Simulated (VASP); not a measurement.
A VASP calculation is set up with these files.

KPOINTS:
```
Automatic mesh
0
Gamma
8 8 7
0 0 0
```

POSCAR:
```
CdS
1.0
  3.5552040000   0.0000000000   0.0000000000
 -1.7776020000   3.0788970000   0.0000000000
  0.0000000000   0.0000000000   3.4697030000
Cd S
1 1
Cartesian
  0.0000000000   0.0000000000   0.0000000000
  1.7776037776   1.0262979737   1.7348515000
```

**INCAR**
```
ISMEAR = 0
ISIF = 2   # forces and stress, cell fixed
ENCUT = 400   # plane-wave cut-off (eV)
IMIX = 4
EDIFF = 1E-6   # SCF stop (eV)
LCHARG = .FALSE.
NELM = 100   # most electronic steps
AMIX = 1.0
ALGO = Normal   # blocked Davidson
LMAXMIX = 4
SIGMA = 0.05   # width (eV)
LREAL = .FALSE.
LASPH = .TRUE.   # aspherical one-centre terms
PREC = Accurate
SYSTEM = CdS
GGA = PE
LWAVE = .FALSE.
BMIX = 1.0
```

POTCAR, in this order: Cd S (PBE.64 set). Program: vasp_std.

Question: Translate this PBE calculation to Ansatz.

Answer: One equivalent input (not run):
Ansatz 0.2 input:
```yaml
crystal:
  lattice:
    - [3.5552040, 0.0000000, 0.0000000]
    - [-1.7776020, 3.0788970, 0.0000000]
    - [0.0000000, 0.0000000, 3.4697030]
  atoms:
    - { symbol: Cd, position: [0.0000000, 0.0000000, 0.0000000] }
    - { symbol: S, position: [0.6666670, 0.3333330, 0.5000000] }
kpoints:
  mp_grid: { grid: [8, 8, 7] }
hamiltonian:
  xc: pbe
  pseudopotentials: { kind: paw }
scf:
  occupations: { method: gaussian, width: 0.05 }
  max_iter: 100
output: { forces: true, stress: true, eigenvalues: true }
```
The two are equivalent in intent, not identical: each code has its own PAW files, so the cut-off isn't converted (ENCUT is set for VASP's; basis.ecutwfc is left out, and Ansatz then takes the one that its files recommend); Ansatz stops its SCF on the density residual and VASP on the energy change (EDIFF).

The structure was generated: CdS was put into the WC type (P-6m2), which need not be its known phase. The cell was not relaxed at this level. The run is one of a series of settings (AMIX = 1.0, BMIX = 1.0, IMIX = 4 against the base run), some of them coarse on purpose.
